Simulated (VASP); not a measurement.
These are PBE GGA, VASP's PBE PAW potentials (set 64) (plane waves; VASP 6.6.1) values and carry that method's errors.

VASP ran on this input.

File KPOINTS:
```
Automatic mesh
0
Gamma
6 6 6
0 0 0
```

POSCAR:
```
Ga2O3
4.7785960
  0.9999999914  -0.5298337561  -0.0001535205
  0.9999999914   0.5298337561  -0.0001535205
  0.7194104629   0.0000000000   0.8735974518
Ga O
4 6
Direct
  0.8557720566   0.8557720566   0.8557720566
  0.3557720566   0.3557720566   0.3557720566
  0.1442279434   0.1442279434   0.1442279434
  0.6442279434   0.6442279434   0.6442279434
  0.4468487132   0.0531512868   0.7500000000
  0.0531512868   0.7500000000   0.4468487132
  0.5531512868   0.9468487132   0.2500000000
  0.2500000000   0.5531512868   0.9468487132
  0.9468487132   0.2500000000   0.5531512868
  0.7500000000   0.4468487132   0.0531512868
```

INCAR:
```
LMAXMIX = 4   # l cut-off of mixed one-centre charges
GGA = PE   # PBE
LREAL = .FALSE.
ENCUT = 520   # plane-wave cut-off (eV)
EDIFF = 1E-7   # SCF stop (eV)
ALGO = Normal   # blocked Davidson
LWAVE = .FALSE.
SYSTEM = Ga2O3
NEDOS = 601   # DOS grid
NELM = 100   # most electronic steps
LASPH = .TRUE.   # aspherical one-centre terms
LORBIT = 11
LCHARG = .TRUE.
PREC = Accurate
ISMEAR = -5   # tetrahedra, Bloechl
LEFG = .TRUE.
ISIF = 2   # forces and stress, cell fixed
```

POTCAR, in this order: Ga_d O (PBE.64 set). Program: vasp_std.

The resulting files:

### OUTCAR
```
 ion  position               nearest neighbor table
   1  0.856  0.856  0.856-   9 1.95   7 1.95   8 1.95  10 2.11   6 2.11   5 2.11   4 2.89
   2  0.356  0.356  0.356-  10 1.95   5 1.95   6 1.95   9 2.11   8 2.11   7 2.11   3 2.89
   3  0.144  0.144  0.144-   6 1.95   5 1.95  10 1.95   8 2.11   9 2.11   7 2.11   2 2.89
   4  0.644  0.644  0.644-   8 1.95   7 1.95   9 1.95   6 2.11  10 2.11   5 2.11   1 2.89
   5  0.447  0.053  0.750-   2 1.95   3 1.95   1 2.11   4 2.11
   6  0.053  0.750  0.447-   3 1.95   2 1.95   4 2.11   1 2.11
   7  0.553  0.947  0.250-   1 1.95   4 1.95   3 2.11   2 2.11
   8  0.250  0.553  0.947-   4 1.95   1 1.95   3 2.11   2 2.11
   9  0.947  0.250  0.553-   1 1.95   4 1.95   2 2.11   3 2.11
  10  0.750  0.447  0.053-   2 1.95   3 1.95   1 2.11   4 2.11
  LATTYP: Found a trigonal (rhomboedric) cell.
 ALAT       =     5.4078925995
 COS(alpha) =     0.5616169456
 Subroutine PRICEL returns:
 Original cell was already a primitive cell.
 Subroutine GETGRP returns: Found 12 space group operations
The static configuration has the point symmetry S_6 .
 The point group associated with its full space group is D_3d.
The dynamic configuration has the point symmetry S_6 .
 Subroutine INISYM returns: Found 12 space group operations
 Subroutine IBZKPT returns following result:
 Found     32 irreducible k-points:

 Following reciprocal coordinates:
            Coordinates               Weight
  0.000000  0.000000  0.000000      1.000000
  0.166667 -0.000000  0.000000      6.000000
  0.333333 -0.000000  0.000000      6.000000
  0.500000  0.000000 -0.000000      3.000000
  0.166667  0.166667  0.000000      6.000000
  0.333333  0.166667  0.000000     12.000000
  0.500000  0.166667  0.000000     12.000000
 -0.333333  0.166667  0.000000     12.000000
 -0.166667  0.166667  0.000000      6.000000
  0.333333  0.333333  0.000000      6.000000
  0.500000  0.333333  0.000000     12.000000
 -0.333333  0.333333  0.000000      6.000000
  0.500000  0.500000  0.000000      3.000000
  0.166667  0.166667  0.166667      2.000000
  0.333333  0.166667  0.166667      6.000000
  0.500000  0.166667  0.166667      6.000000
 -0.333333  0.166667  0.166667      6.000000
 -0.166667  0.166667  0.166667      6.000000
  0.333333  0.333333  0.166667      6.000000
  0.500000  0.333333  0.166667     12.000000
 -0.333333  0.333333  0.166667     12.000000
 -0.166667  0.333333  0.166667     12.000000
  0.500000  0.500000  0.166667      6.000000
 -0.333333  0.500000  0.166667     12.000000
 -0.166667  0.500000  0.166667      6.000000
 -0.333333 -0.333333  0.166667      6.000000
  0.333333  0.333333  0.333333      2.000000
  0.500000  0.333333  0.333333      6.000000
 -0.333333  0.333333  0.333333      6.000000
  0.500000  0.500000  0.333333      6.000000
 -0.333333  0.500000  0.333333      6.000000
  0.500000  0.500000  0.500000      1.000000
   k-points           NKPTS =     32   k-points in BZ     NKDIM =     32   number of bands    NBANDS=     52
   number of dos      NEDOS =    601   number of ions     NIONS =     10
   total plane-waves  NPLWV =  64000
   dimension x,y,z NGX =    40 NGY =   40 NGZ =   40
   dimension x,y,z NGXF=    80 NGYF=   80 NGZF=   80
   ions per type =               4   6
   PREC   = accura    normal or accurate (medium, high low for compatibility)
   ISTART =      0    job   : 0-new  1-cont  2-samecut
   ICHARG =      2    charge: 1-file 2-atom 10-const
   ISPIN  =      1    spin polarized calculation?
   LNONCOLLINEAR =      F non collinear calculations
   LSORBIT =      F    spin-orbit coupling
   INIWAV =      1    electr: 0-lowe 1-rand  2-diag
   ENCUT  =  520.0 eV  38.22 Ry    6.18 a.u.  10.06 10.06 10.06*2*pi/ulx,y,z
   NELM   =    100;   NELMIN=  2; NELMDL= -5     # of ELM steps
   EDIFF  = 0.1E-06   stopping-criterion for ELM
   LREAL  =      F    real-space projection
...
```

### OSZICAR
```
       N       E                     dE             d eps       ncg     rms          rms(c)
DAV:   1     0.119543592573E+04    0.11954E+04   -0.41000E+04  3864   0.315E+03
DAV:   2     0.192592340535E+03   -0.10028E+04   -0.96314E+03  3496   0.809E+02
DAV:   3    -0.482406398532E+02   -0.24083E+03   -0.23577E+03  3896   0.262E+02
DAV:   4    -0.672770314774E+02   -0.19036E+02   -0.18878E+02  4300   0.795E+01
DAV:   5    -0.679069197556E+02   -0.62989E+00   -0.62810E+00  4216   0.147E+01    0.170E+01
DAV:   6    -0.593231326827E+02    0.85838E+01   -0.34592E+01  6024   0.609E+01    0.481E+00
DAV:   7    -0.594418724228E+02   -0.11874E+00   -0.26446E+00  3640   0.967E+00    0.321E+00
DAV:   8    -0.594177207533E+02    0.24152E-01   -0.46292E-01  4860   0.528E+00    0.111E+00
DAV:   9    -0.593943189312E+02    0.23402E-01   -0.16525E-01  5240   0.451E+00    0.203E-01
DAV:  10    -0.593950491948E+02   -0.73026E-03   -0.11593E-02  4868   0.105E+00    0.577E-02
DAV:  11    -0.593951842911E+02   -0.13510E-03   -0.15212E-03  4060   0.427E-01    0.171E-02
DAV:  12    -0.593952042267E+02   -0.19936E-04   -0.22835E-04  4072   0.138E-01    0.131E-02
DAV:  13    -0.593952051882E+02   -0.96154E-06   -0.25143E-05  4332   0.308E-02    0.618E-03
DAV:  14    -0.593952043681E+02    0.82014E-06   -0.37056E-06  4064   0.112E-02    0.108E-03
DAV:  15    -0.593952042447E+02    0.12343E-06   -0.34935E-07  3316   0.660E-03    0.546E-04
DAV:  16    -0.593952044073E+02   -0.16260E-06   -0.18457E-07  2376   0.273E-03    0.501E-04
DAV:  17    -0.593952044389E+02   -0.31674E-07   -0.29470E-08  2008   0.196E-03
   1 F= -.59395204E+02 E0= -.59395204E+02  d E =0.000000E+00
```

### OUTCAR
```
------------------------ aborting loop because EDIFF is reached ----------------------------------------
  FORCE on cell =-STRESS in cart. coord.  units (eV):
  Direction    XX          YY          ZZ          XY          YZ          ZX
  --------------------------------------------------------------------------------------
  Total       -0.0030110      0.0841748      0.0751837     -0.0000000      0.0000000     -0.0279982
  in kB       -0.0477519      1.3349226      1.1923328     -0.0000000      0.0000000     -0.4440212
  external PRESSURE =       0.8265012 kB  Pullay stress =       0.0000000 kB
  volume of cell :      101.03
      direct lattice vectors                 reciprocal lattice vectors
     4.778595959 -2.531861467 -0.000733612     0.104620018 -0.197483159 -0.086154940
     4.778595959  2.531861467 -0.000733612     0.104620018  0.197483159 -0.086154940
     3.437771960  0.000000000  4.174569289     0.000036771  0.000000000  0.239515390
 POSITION                                       TOTAL-FORCE (eV/Angst)
 -----------------------------------------------------------------------------------
     11.12073      0.00000      3.57122         0.016114     -0.000000      0.005175
      4.62325      0.00000      1.48467         0.016114     -0.000000      0.005175
      1.87424      0.00000      0.60188        -0.016114     -0.000000     -0.005175
      8.37172      0.00000      2.68843        -0.016114     -0.000000     -0.005175
      4.96763     -0.99679      3.13056         0.000000     -0.001343     -0.000000
      5.37410      1.76432      1.86481        -0.000356      0.000672      0.001108
      8.02734      0.99679      1.04254         0.000000      0.001343     -0.000000
      7.09299      0.76754      3.95210        -0.000356     -0.000672      0.001108
      7.62086     -1.76432      2.30829         0.000356     -0.000672     -0.001108
      5.90198     -0.76754      0.22101         0.000356      0.000672     -0.001108
 -----------------------------------------------------------------------------------
    total drift:                               -0.000000      0.000000     -0.000000
  FREE ENERGIE OF THE ION-ELECTRON SYSTEM (eV)
  ---------------------------------------------------
  free  energy   TOTEN  =       -59.3952044389 eV

  energy  without entropy=      -59.3952044389  energy(sigma->0) =      -59.39520444

 total charge

# of ion       s       p       d       tot
------------------------------------------
    1        0.666   0.692  10.219  11.577
    2        0.666   0.692  10.219  11.577
    3        0.666   0.692  10.219  11.577
    4        0.666   0.692  10.219  11.577
    5        1.558   3.488   0.000   5.047
    6        1.558   3.488   0.000   5.047
    7        1.558   3.488   0.000   5.047
    8        1.558   3.488   0.000   5.047
    9        1.558   3.488   0.000   5.047
   10        1.558   3.488   0.000   5.047
--------------------------------------------------
tot         12.013  23.698  40.877  76.589
```
(Selected blocks of OUTCAR.)

The compound is Ga2O3 in the corundum structure, the metastable α form; monoclinic β is stable. It was relaxed first, which changed the volume by +5 %.
